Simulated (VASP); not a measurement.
Consider the following.

```
AgI
1.0
    0.00000     3.37167     3.37167
    3.37167     0.00000     3.37167
    3.37167     3.37167     0.00000
Ag I
1 1
Direct
  0.00000   0.00000   0.00000
  0.25000   0.25000   0.25000
```

Method: revPBE GGA, VASP's PBE PAW potentials (set 64) (plane waves; VASP). Settings: 520 eV cut-off, 8×8×8 Γ-centred mesh, tetrahedra with Blöchl corrections, potentials Ag I.

Unless said otherwise, spin-orbit coupling is left out, though it shifts the bands of the heavy elements here.

Problem. Estimate the energy per atom (σ→0), band gap (on the k-mesh) with the smallest direct gap where there is one.

Solution. 
- band gap (on the k-mesh) = 1.50 eV
- smallest direct gap (on the k-mesh) = 1.50 eV
- energy per atom (σ→0) = -2.109 eV/atom

The compound is AgI in the zinc blende structure, whereas wurtzite is the usual form. It was relaxed first, which changed the volume by +12 %.
